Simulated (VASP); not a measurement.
## TiNbSbC with LDA: from relaxation to properties

Aim: relax TiNbSbC, then compute properties on the relaxed cell. The steps: rough relaxation of the start cell, relaxing cell and atoms (LDA), single point with fields (LDA), band structure (LDA), density of states (LDA) and elastic constants (LDA). The cell is invented: it takes the structure of a Materials Project entry for HfNbCN (space group 160 there), with some of its atoms replaced by other elements, volume scaled by an estimate. It may not be a known or stable phase.

Calculated with VASP 6.6.1; LDA; plane waves and PAW (Sb, Nb_sv, Ti_sv, C); invented cell.

Most raw output is cut from this account.

## 1. The starting structure

Before any relaxation, the start is as follows. The structure is trigonal, space group R3m (No. 160). Conventional cell: a = 3.537 Å, b = 3.537 Å, c = 17.433 Å, α = 90.00°, β = 90.00°, γ = 120.00°. Sb has 3 Ti at 2.52 Å and 3 Nb at 2.54 Å nearest. Nearest to Nb lie 3 C at 2.47 Å and 3 Sb at 2.54 Å. Ti has 3 C at 2.49 Å and 3 Sb at 2.52 Å nearest. Nearest to C lie 3 Nb at 2.47 Å and 3 Ti at 2.49 Å. It derives from HfNbCN. it takes the structure of a Materials Project entry for HfNbCN (space group 160 there), with some of its atoms replaced by other elements, volume scaled by an estimate. Farther neighbours are not listed.

As a file:

```xyz
4
Lattice="1.7686 1.0211 5.8110 -1.7686 1.0211 5.8110 0.0000 -2.0421 5.8110" Properties=species:S:1:pos:R:3 pbc="T T T"
Sb    0.0000    0.0000   13.0618
Nb    0.0000    0.0000    8.7693
Ti    0.0000    0.0000   17.4027
C     0.0000    0.0000    4.3490
```

## 2. Rough relaxation of the start cell

The start is only an estimate, so a cheap relaxation brings it near a minimum before any careful run. LDA, the lowest rung, knows the local density alone.

Input file INCAR:

```
SYSTEM = TiNbSbC
PREC = Normal
ENCUT = 520
EDIFF = 1E-05
NELM = 60
ISMEAR = -1
SIGMA = 0.05
LREAL = .FALSE.
ALGO = Fast
GGA = CA
NBANDS = 23
LORBIT = 11
LWAVE = .FALSE.
LCHARG = .FALSE.
KPAR = 2
IBRION = 2
NSW = 40
ISIF = 3
EDIFFG = -0.04
```

Input file POSCAR:

```
TiNbSbC
1.0
    1.7685530000      1.0210740000      5.8110460000
   -1.7685530000      1.0210740000      5.8110460000
    0.0000000000     -2.0421490000      5.8110460000
Sb Nb Ti C
1 1 1 1
Direct
    0.7492530000      0.7492530000      0.7492530000
    0.5030270000      0.5030270000      0.5030270000
    0.9982540000      0.9982540000      0.9982540000
    0.2494660000      0.2494660000      0.2494660000
```

Input file KPOINTS:

```
Automatic mesh
0
Gamma
5 5 5
0 0 0
```

The projector-augmented-wave data sets are Sb, Nb_sv, Ti_sv and C (LDA family, release 64).

On the command line:

```bash
$ mpirun -np 2 vasp_std
```

Run time: 10 min. Hardware: 2 MPI ranks of Intel Xeon 6975P-C (Granite Rapids), shared host; peak memory 0.47 GiB.

The k-mesh is coarse for a metal. This relaxation is a rough one on cheap settings, only to bring the start near its minimum. The run keeps the 6 symmetry operations of its start, so it cannot find a distortion of lower symmetry.

Relaxation path:

| step | energy less that of the first step (eV) | largest force (eV/Å) | pressure (GPa) | volume (Å³) |
| --- | --- | --- | --- | --- |
| 1 | 0.0000 | 7.3299 | 2.46 | 62.96 |
| 2 | -2.9118 | 3.2613 | -13.55 | 65.19 |
| 3 | -3.1653 | 1.8365 | -13.90 | 65.98 |
| 4 | -2.0373 | 9.4791 | 48.55 | 53.11 |
| 5 | -3.8030 | 2.5185 | 3.29 | 60.40 |
| 6 | -4.4210 | 0.6566 | 0.25 | 60.20 |
| 7 | -4.4540 | 0.2430 | 0.20 | 60.05 |
| 8 | -4.4547 | 0.2799 | 0.26 | 60.03 |
| 9 | -4.4589 | 0.0774 | -0.67 | 60.24 |
| 10 | -4.4590 | 0.0824 | -0.73 | 60.23 |
| 11 | -4.4589 | 0.1133 | 0.88 | 59.72 |
| 12 | -4.4599 | 0.0847 | 0.16 | 59.99 |
| 13 | -4.4603 | 0.0177 | 0.02 | 60.02 |

| cell as run | before | after | change |
| --- | --- | --- | --- |
| a (Å) | 6.159 | 6.877 | +11.7 % |
| b (Å) | 6.159 | 6.877 | +11.7 % |
| c (Å) | 6.159 | 6.877 | +11.7 % |
| α (°) | 33.37 | 27.21 | -18.5 % |
| β (°) | 33.37 | 27.21 | -18.5 % |
| γ (°) | 33.37 | 27.21 | -18.5 % |
| volume (Å³/atom) | 15.74 | 15.00 | -4.7 % |

The atoms that moved most (Å, as changes of fractional coordinates times the final cell):

| atom | dx | dy | dz | length |
| --- | --- | --- | --- | --- |
| Ti3 | 0.000 | 0.000 | -0.578 | 0.578 |
| Nb2 | 0.000 | 0.000 | 0.533 | 0.533 |
| C4 | 0.000 | 0.000 | 0.055 | 0.055 |
| Sb1 | 0.000 | 0.000 | -0.009 | 0.009 |

Final coordinates:

```
Sb Nb Ti C
1.0
     1.61788    0.93408    6.61888
    -1.61788    0.93408    6.61888
     0.00000   -1.86817    6.61888
Sb Nb Ti C
1 1 1 1
Direct
  0.74879 0.74879 0.74879
  0.52986 0.52986 0.52986
  0.96914 0.96914 0.96914
  0.25222 0.25222 0.25222
```

Numbers from this step:

| Item | Value |
| --- | --- |
| electrons | 34 |
| bands | 23 |
| irreducible k-points | 19 |
| symmetry operations | 6 |
| free energy (TOTEN) | -37.29 eV |
| energy at zero smearing | -37.28 eV |
| Fermi energy | 11.01 eV |
| pressure | 0.01646 GPa |
| metallic | yes |
| SCF cycles over all ionic steps | 478 |

It ends with a largest force of 0.018 eV/Å and a pressure of 0.02 GPa.

## 3. Relaxing cell and atoms (LDA)

Properties are meant for the cell that this level of theory prefers, so cell and atoms are relaxed first (ISIF = 3) until forces and stress are small; EDIFFG sets the threshold.

Input file INCAR:

```
SYSTEM = TiNbSbC
PREC = Accurate
ENCUT = 520
EDIFF = 1E-06
NELM = 100
ISMEAR = -1
SIGMA = 0.05
LREAL = .FALSE.
ALGO = Normal
GGA = CA
NBANDS = 23
LORBIT = 11
LWAVE = .FALSE.
LCHARG = .FALSE.
KPAR = 2
IBRION = 2
NSW = 60
ISIF = 3
EDIFFG = -0.01
```

Input file POSCAR:

```
TiNbSbC
1.0
    1.6178798936      0.9340828814      6.6188828815
   -1.6178798936      0.9340828814      6.6188828815
    0.0000000000     -1.8681668088      6.6188829043
Sb Nb Ti C
1 1 1 1
Direct
    0.7487884071      0.7487884071      0.7487884071
    0.5298555171      0.5298555171      0.5298555167
    0.9691382598      0.9691382598      0.9691382603
    0.2522178159      0.2522178159      0.2522178159
```

Input file KPOINTS:

```
Automatic mesh
0
Gamma
7 7 7
0 0 0
```

On the command line:

```bash
$ mpirun -np 2 vasp_std
```

Wall time 20 min (2 MPI ranks); peak memory 0.75 GiB.

Relaxation path:

| step | energy less that of the first step (eV) | largest force (eV/Å) | pressure (GPa) | volume (Å³) |
| --- | --- | --- | --- | --- |
| 1 | 0.0000 | 0.2075 | 0.42 | 60.02 |
| 2 | -0.0009 | 0.0410 | -1.07 | 60.36 |
| 3 | -0.0013 | 0.0697 | -0.56 | 60.24 |
| 4 | -0.0025 | 0.0156 | -0.09 | 59.99 |
| 5 | -0.0025 | 0.0290 | -0.04 | 59.95 |
| 6 | -0.0027 | 0.0126 | 0.11 | 59.91 |
| 7 | -0.0027 | 0.0161 | 0.19 | 59.89 |
| 8 | -0.0027 | 0.0176 | -0.10 | 59.97 |
| 9 | -0.0027 | 0.0172 | -0.03 | 59.94 |
| 10 | -0.0027 | 0.0159 | -0.05 | 59.94 |
| 11 | -0.0027 | 0.0166 | 0.08 | 59.91 |
| 12 | -0.0027 | 0.0172 | 0.06 | 59.93 |
| 13 | -0.0027 | 0.0177 | 0.06 | 59.94 |
| 14 | -0.0027 | 0.0169 | 0.03 | 59.94 |
| 15 | -0.0027 | 0.0064 | 0.00 | 59.95 |

| conventional cell, symmetrised | before | after | change |
| --- | --- | --- | --- |
| a (Å) | 3.236 | 3.225 | -0.3 % |
| b (Å) | 3.236 | 3.225 | -0.3 % |
| c (Å) | 19.857 | 19.968 | +0.6 % |
| volume (Å³/atom) | 15.00 | 14.99 | -0.1 % |

The atoms that moved most (Å, as changes of fractional coordinates times the final cell):

| atom | dx | dy | dz | length |
| --- | --- | --- | --- | --- |
| Nb2 | 0.000 | 0.000 | -0.015 | 0.015 |
| C4 | 0.000 | 0.000 | 0.007 | 0.007 |
| Ti3 | 0.000 | 0.000 | 0.006 | 0.006 |

Final coordinates:

```xyz
4
Lattice="1.6124 0.9309 6.6559 -1.6124 0.9309 6.6559 0.0000 -1.8619 6.6559" Properties=species:S:1:pos:R:3 pbc="T T T"
Sb    0.0000    0.0000   14.9539
Nb    0.0000    0.0000   10.5650
Ti    0.0000    0.0000   19.3570
C     0.0000    0.0000    5.0431
```

Numbers from this step:

* irreducible k-points: 44
* free energy (TOTEN): -37.21 eV
* energy at zero smearing: -37.19 eV
* Fermi energy: 10.99 eV
* pressure: -0.003139 GPa
* SCF cycles over all ionic steps: 99

It ends with a largest force of 0.006 eV/Å and a pressure of 0.00 GPa.

## 4. Single point with fields (LDA)

A single point on the relaxed cell gives a clean self-consistent state, with density, ELF and potential written out.

Changes to INCAR since step 3:

```diff
@@ -13,7 +13,5 @@
 LWAVE = .FALSE.
-LCHARG = .FALSE.
-KPAR = 2
-IBRION = 2
-NSW = 60
-ISIF = 3
-EDIFFG = -0.01
+LCHARG = .TRUE.
+ISIF = 2
+LELF = .TRUE.
+LVHAR = .TRUE.
```

Input file POSCAR:

```
TiNbSbC
1.0
    1.6124370252      0.9309404409      6.6558695594
   -1.6124370252      0.9309404409      6.6558695594
    0.0000000000     -1.8618819296      6.6558695831
Sb Nb Ti C
1 1 1 1
Direct
    0.7489092421      0.7489092421      0.7489092421
    0.5291078402      0.5291078402      0.5291078398
    0.9694202320      0.9694202320      0.9694202325
    0.2525626856      0.2525626856      0.2525626856
```

KPOINTS is that of step 3.

On the command line:

```bash
$ mpirun -np 2 vasp_std
```

The job ended after 3 min (2 MPI ranks; peak memory 0.53 GiB).

This step gave:

* SCF cycles: 16
* bands: 24
* pressure: -0.005208 GPa

Valence electrons inside each PAW sphere by angular momentum. Sphere charges, by row:

| atom | s (e) | p (e) | d (e) | tot (e) |
| --- | --- | --- | --- | --- |
| Sb1 | 1.16 | 1.328 | 0.064 | 2.551 |
| Nb2 | 2.173 | 6.038 | 2.564 | 10.78 |
| Ti3 | 2.193 | 6.185 | 2.063 | 10.44 |
| C4 | 0.877 | 1.549 | 0 | 2.425 |

Valence density in the ac plane of the cell as run, not the conventional one, at fractional y = 0.253, with atoms of C within 0.2 Å of it. It is the smooth field of the valence electrons, not physical close to the nuclei.

Ten even steps from '0' (0.1 e/Å³) to '9' (1.7 e/Å³), each cell a mean:
```
0000000123221231000
0000000122221244200
0000000123321125420
0000000014542113541
1000000012674211243
1000000001389521122
1100000000149942111
2100000000014874222
3210000000001365322
4431000000000124323
4664100000000011222
3698520000000000111
1379951000000000000
0148995200000000000
0014899510000000000
0001489841000000000
0000147963100000000
0000013664211000000
0000001344321110000
```
Columns run along a (6.9 Å), rows up along c (6.9 Å). Atoms in or near the plane, at fractional coordinates: C at (0.25, 0.25).

Electrostatic potential energy in the ac plane of the cell as run, not the conventional one, at fractional y = 0.253, with atoms of C within 0.2 Å of it. With pseudopotentials it is smooth inside the atoms' cores, unlike the true potential.

Values in eV, 10 rows by 16 columns, each cell a mean:
```
 -1  -1   1   1   0  -2  -4  -6  -4  -2  -4 -15 -19 -11  -4  -2
 -2  -1  -1   0   1  -1  -5 -14 -19 -11  -3  -4 -15 -25 -19  -6
 -7  -2   0   0   0   0  -1  -6 -21 -34 -28 -10  -3  -7 -17 -17
 -7  -4  -1   1   1   0  -1  -1  -4 -16 -34 -36 -19  -4  -2  -6
 -4  -3  -2   0   2   2   1  -1  -1  -2  -7 -21 -29 -19  -5  -3
 -7 -21 -17  -3   1   2   2   1   0  -1  -1  -2  -7 -12  -9  -4
 -2 -14 -37 -34 -18  -1   2   2   2   1   0   0   0  -1  -2  -2
  1   0  -9 -28 -29 -30  -7   1   1   1   1   0   0   0   1   1
  2   2   2  -1 -16 -34 -35 -10  -2  -2  -1   0   0  -1   0   1
  0   2   2   1   0  -4 -12 -11  -4  -3  -7  -7  -3  -1  -1  -1
```
Columns run along a (6.9 Å; values clipped at the 3rd and 97th percentile), rows up along c (6.9 Å). Atoms in or near the plane, at fractional coordinates: C at (0.25, 0.25).

ELF in the ac plane of the cell as run, not the conventional one, at fractional y = 0.253, with atoms of C within 0.2 Å of it. It is the smooth field of the valence electrons, not physical close to the nuclei.

Ten even steps from '0' (0.10) to '9' (0.76), each cell a mean:
```
5321100136851110146
6532210012452122114
4543321022223112211
1444332114432211220
0134444312564211121
0013334431367422111
0001233453147742321
2000112355314663255
8521001245531354248
9985210124553124226
9999741012455311213
6977984101234431001
3882499410123442100
1596039841013343210
1269504972012343321
1137962795101344321
1113698798200134432
2111258999500014553
3211113699820001465
```
Columns run along a (6.9 Å), rows up along c (6.9 Å). Atoms in or near the plane, at fractional coordinates: C at (0.25, 0.25).

In this run the pressure is -0.01 GPa, small enough to go on.

## 5. Band structure (LDA)

Levels along the symmetry lines show where the bands peak and cross; KPOINTS_OPT computes them in the converged potential.

Input file INCAR:

```
SYSTEM = TiNbSbC
PREC = Accurate
ENCUT = 520
EDIFF = 1E-06
NELM = 100
ISMEAR = -1
SIGMA = 0.05
LREAL = .FALSE.
ALGO = Normal
GGA = CA
NBANDS = 31
LORBIT = 11
LWAVE = .FALSE.
LCHARG = .FALSE.
KPAR = 2
```

POSCAR is that of step 4.

KPOINTS is that of step 4.

Input file KPOINTS_OPT:

```
Line mode
16
Line-mode
Reciprocal
  0.00000000   0.00000000   0.00000000 GAMMA
  0.50000000   0.00000000   0.00000000 L

  0.50000000   0.00000000   0.00000000 L
  0.50000000   0.17970864  -0.17970864 B1

  0.82029136   0.50000000   0.17970864 B
  0.50000000   0.50000000   0.50000000 Z

  0.50000000   0.50000000   0.50000000 Z
  0.00000000   0.00000000   0.00000000 GAMMA

  0.00000000   0.00000000   0.00000000 GAMMA
  0.33985432   0.00000000  -0.33985432 X

  0.66014568   0.33985432   0.00000000 Q
  0.50000000   0.50000000   0.00000000 F

  0.50000000   0.50000000   0.00000000 F
  0.66014568   0.66014568   0.17970864 P1

  0.66014568   0.66014568   0.17970864 P1
  0.50000000   0.50000000   0.50000000 Z

  0.50000000   0.00000000   0.00000000 L
  0.82029136   0.33985432   0.33985432 P
```

On the command line:

```bash
$ mpirun -np 2 vasp_std
```

It took 11 min on 2 MPI ranks; peak memory 0.75 GiB; 21 min of CPU time.

Spin-orbit coupling is off here; with elements this heavy it splits and shifts levels by tenths of an eV or more.

Numbers from this step:

- SCF cycles: 15
- bands: 31
- pressure: -0.01081 GPa

Electronic bands along the path, in eV, zero at the Fermi level; # counts the bands kept:

| point | #4 | #5 | #6 | #7 | #8 | #9 | #10 | #11 |
| --- | --- | --- | --- | --- | --- | --- | --- | --- |
| Γ | -3.87 | -3.30 | -0.34 | -0.34 | 0.40 | 1.20 | 1.20 | 2.39 |
| 0.47 of the way | -3.58 | -2.98 | -1.61 | -1.26 | -0.11 | 0.07 | 1.49 | 2.03 |
| L | -3.51 | -3.47 | -2.73 | -2.18 | 0.13 | 0.84 | 1.91 | 2.12 |
| 0.47 of the way | -3.96 | -3.41 | -2.71 | -1.83 | -1.39 | 0.85 | 1.16 | 1.45 |
| B1 | -4.13 | -3.70 | -3.05 | -2.91 | -0.47 | -0.17 | 1.08 | 1.32 |
| jump to B | -4.13 | -3.70 | -3.05 | -2.91 | -0.47 | -0.17 | 1.08 | 1.32 |
| 0.47 of the way | -3.66 | -2.79 | -2.69 | -1.39 | -0.45 | 0.39 | 1.08 | 1.21 |
| Z | -3.83 | -3.83 | -0.33 | -0.33 | 0.47 | 0.84 | 0.84 | 2.33 |
| 0.47 of the way | -3.85 | -3.78 | -0.34 | -0.34 | 0.44 | 0.98 | 0.98 | 2.36 |
| Γ | -3.87 | -3.30 | -0.34 | -0.34 | 0.40 | 1.20 | 1.20 | 2.39 |
| 0.47 of the way | -3.63 | -2.65 | -2.07 | -1.49 | -0.62 | -0.11 | 1.53 | 1.94 |
| X | -4.18 | -3.70 | -3.06 | -2.88 | -0.56 | 0.00 | 0.84 | 1.50 |
| jump to Q | -4.18 | -3.70 | -3.06 | -2.88 | -0.56 | 0.00 | 0.84 | 1.50 |
| 0.53 of the way | -3.74 | -3.24 | -2.87 | -2.55 | -0.32 | -0.02 | 1.36 | 2.16 |
| F | -3.55 | -3.23 | -2.97 | -2.17 | 0.24 | 0.80 | 1.89 | 2.35 |
| 0.53 of the way | -3.54 | -3.25 | -2.93 | -2.17 | 0.30 | 0.75 | 1.84 | 2.40 |
| P1 | -3.53 | -3.29 | -2.86 | -2.17 | 0.43 | 0.64 | 1.78 | 2.25 |
| 0.47 of the way | -3.56 | -2.96 | -2.28 | -1.29 | 0.24 | 0.49 | 0.97 | 1.69 |
| Z | -3.83 | -3.83 | -0.33 | -0.33 | 0.47 | 0.84 | 0.84 | 2.33 |
| jump to L | -3.51 | -3.47 | -2.73 | -2.18 | 0.13 | 0.84 | 1.91 | 2.12 |
| 0.53 of the way | -3.50 | -3.42 | -2.77 | -2.18 | 0.30 | 0.69 | 1.87 | 2.14 |
| P | -3.53 | -3.29 | -2.86 | -2.17 | 0.43 | 0.64 | 1.78 | 2.25 |

Of the projections kept (Sb, Nb, Ti, C), the largest for each band there; the rest of the weight can lie on other orbitals:

| point | #4 | #5 | #6 | #7 | #8 | #9 | #10 | #11 |
| --- | --- | --- | --- | --- | --- | --- | --- | --- |
| Γ | C 0.37 | Nb 0.33 | Nb 0.54 | Nb 0.54 | Ti 0.51 | Ti 0.58 | Ti 0.58 | Ti 0.56 |
| L | Nb 0.35 | C 0.39 | Sb 0.29 | Ti 0.54 | Sb 0.42 | Ti 0.50 | Ti 0.71 | Ti 0.65 |
| B1 | Nb 0.40 | Ti 0.36 | Sb 0.40 | C 0.42 | Nb 0.49 | Ti 0.46 | Ti 0.50 | Ti 0.61 |
| B | Nb 0.40 | Ti 0.36 | Sb 0.40 | C 0.42 | Nb 0.49 | Ti 0.46 | Ti 0.50 | Ti 0.61 |
| Z | C 0.38 | C 0.38 | Nb 0.54 | Nb 0.54 | Ti 0.54 | Ti 0.53 | Ti 0.53 | Ti 0.56 |
| Γ | C 0.37 | Nb 0.33 | Nb 0.54 | Nb 0.54 | Ti 0.51 | Ti 0.58 | Ti 0.58 | Ti 0.56 |

There is no gap at this level.

## 6. Density of states (LDA)

Here the states are counted by energy and projected on the atoms. The mesh is finer than in the run before.

Changes to INCAR since step 5:

```diff
@@ -5,3 +5,3 @@
 NELM = 100
-ISMEAR = -1
+ISMEAR = -5
 SIGMA = 0.05
@@ -15 +15,2 @@
 KPAR = 2
+NEDOS = 2001
```

POSCAR is that of step 5.

Input file KPOINTS:

```
Automatic mesh
0
Gamma
10 10 10
0 0 0
```

On the command line:

```bash
$ mpirun -np 2 vasp_std
```

It took 9.9 min on 2 MPI ranks; peak memory 0.96 GiB; 20 min of CPU time.

On this mesh force components of up to 0.10 eV/Å appear, so the relaxed positions are not converged with the sampling. With tetrahedra the forces and stress of a metal are not exact derivatives of the energy.

This step gave:

```
SCF cycles             : 18
irreducible k-points   : 116
free energy (TOTEN)    : -37.19 eV
Fermi energy           : 11.01 eV
pressure               : -0.06829 GPa
DOS at the Fermi level : 3.678 states/eV/cell
```

The density of states has structure finer than the step of the table below, so its rows give means over 1 eV, whole bins alone (the curve runs from -12.0 to 3.34 eV). Peaks (eV: height): total -10.4: 5.98, -3.7: 10.1, 2.4: 6.25, 3.0: 5.84; Ti d -3.7: 1.42, 1.9: 2.76, 2.4: 2.97, 3.0: 2.62; Nb d -3.7: 2.02, 1.9: 1.09, 2.4: 1.78, 3.0: 1.74; C p -4.3: 0.616, -3.7: 2.39, -3.4: 0.948; Sb p -5.1: 0.307, -4.4: 0.348, -3.7: 0.282, -2.9: 0.762.

States under -12.0 eV and over 3.3 eV are left out. Table of density of states by energy, zero at the Fermi level; means over each step; values in states/eV/cell:

| energy (eV) | total | Ti d | Nb d | C p | Sb p | Sb s | C s |
| --- | --- | --- | --- | --- | --- | --- | --- |
| -11 | 1.14 | 0.0191 | 0.0292 | 7.8e-4 | 0.0115 | 0.186 | 0.304 |
| -10 | 1.68 | 0.0619 | 0.0891 | 0.00123 | 0.0157 | 0.265 | 0.501 |
| -9 | 0.711 | 0.00910 | 0.0115 | 8.1e-4 | 0.0110 | 0.379 | 0.0133 |
| -8 | 0.0158 | 2.1e-4 | 4.1e-4 | 2.3e-5 | 1.3e-4 | 0.00928 | 2.0e-5 |
| -7 | 0.00190 | 6.6e-5 | 1.1e-4 | 1.6e-4 | 2.3e-4 | 1.2e-5 | 2.6e-6 |
| -6 | 0.837 | 0.0381 | 0.0716 | 0.0749 | 0.111 | 0.0120 | 0.00322 |
| -5 | 1.89 | 0.107 | 0.217 | 0.232 | 0.196 | 0.0288 | 0.00758 |
| -4 | 3.57 | 0.389 | 0.594 | 0.691 | 0.210 | 0.0298 | 0.00493 |
| -3 | 3.36 | 0.385 | 0.444 | 0.425 | 0.406 | 0.0248 | 0.00745 |
| -2 | 1.54 | 0.334 | 0.328 | 0.0655 | 0.141 | 0.0142 | 0.00120 |
| -1 | 1.46 | 0.360 | 0.391 | 0.0410 | 0.116 | 0.0160 | 6.1e-4 |
| 0 | 3.04 | 0.865 | 0.783 | 0.0507 | 0.215 | 0.0232 | 0.00199 |
| 1 | 1.99 | 0.841 | 0.476 | 0.0354 | 0.0710 | 0.0250 | 9.1e-4 |
| 2 | 3.56 | 1.70 | 0.864 | 0.0766 | 0.146 | 0.0552 | 0.00462 |

Force by atom:

| atom | x (eV/Å) | y (eV/Å) | z (eV/Å) | size |
| --- | --- | --- | --- | --- |
| Sb1 | 0.0000 | 0.0000 | 0.0259 | 0.0259 |
| Nb2 | 0.0000 | 0.0000 | 0.0974 | 0.0974 |
| Ti3 | 0.0000 | 0.0000 | -0.0370 | 0.0370 |
| C4 | 0.0000 | 0.0000 | -0.0863 | 0.0863 |

The finer mesh and the other smearing move the Fermi level by +0.02 eV from the 7×7×7 run, a small shift, which tests the Fermi level alone. Of the states within 0.3 eV of the Fermi level, the largest shares in the PAW spheres are Ti d 27 %, Nb d 26 % and Sb p 7 %. The rest lies in smaller channels or between the spheres.

## 7. Elastic constants (LDA)

IBRION = 6 with ISIF = 3 strains the cell both ways at fixed fractional positions, and adds the ions' share afterwards from the force constants. Stress converges slowly with the basis, so the cutoff is raised.

Input file INCAR:

```
SYSTEM = TiNbSbC
PREC = Accurate
ENCUT = 560
EDIFF = 1E-07
NELM = 100
ISMEAR = -1
SIGMA = 0.05
LREAL = .FALSE.
ALGO = Normal
GGA = CA
NBANDS = 23
LORBIT = 11
LWAVE = .FALSE.
LCHARG = .FALSE.
KPAR = 2
IBRION = 6
NFREE = 2
POTIM = 0.015
ISIF = 3
NSW = 1
```

POSCAR is that of step 6.

Input file KPOINTS:

```
Automatic mesh
0
Gamma
7 7 7
0 0 0
```

On the command line:

```bash
$ mpirun -np 2 vasp_std
```

It took 31 min on 2 MPI ranks; peak memory 1.3 GiB.

The run was stopped at its time limit, by a STOPCAR file.

More ranks or a longer limit would be the way on.

## 8. Outcome

| Item | Value |
| --- | --- |
| relaxed volume | 14.99 Å³/atom |
| relaxed conventional cell a, b, c | 3.225, 3.225, 19.968 Å; angles 90.0, 90.0, 120.0° |
| space group after relaxing, within 0.02 Å | R3m (No. 160) |
| band gap | none, a metal |
| DOS at the Fermi level | 3.68 states/eV/cell |

With LDA, TiNbSbC relaxes to 14.99 Å³/atom in space group R3m (held by the symmetry of the run) and comes out as a metal. Not obtained: elastic constants (LDA), because the run hit its time limit. Band structure (LDA): Of the bands kept, 2 cross the Fermi level on this path. Spin-orbit coupling is left out, and with elements this heavy it would split and shift bands near the Fermi level. The k-sampling is coarse for a metal, so the Fermi level, pressures and the shape of the cell carry errors. No search among competing phases was made. All values are for a static lattice at zero temperature.

[Lines on the potential files, build, host, timing and source positions are cut from VASP's logs without a mark.]

[Logs are printed without paths, hosts, clocks, repeated set-up lines and the standing remarks that a program may print on its own settings, such as how far it seeks lower states.]

[Hosts, paths, dates, database ids (printed as entryN), source tags and the programs' standing remarks are cut or masked in the printed files.]

[A measured line is paired with the nearest computed mode of its activity, which favours agreement.]
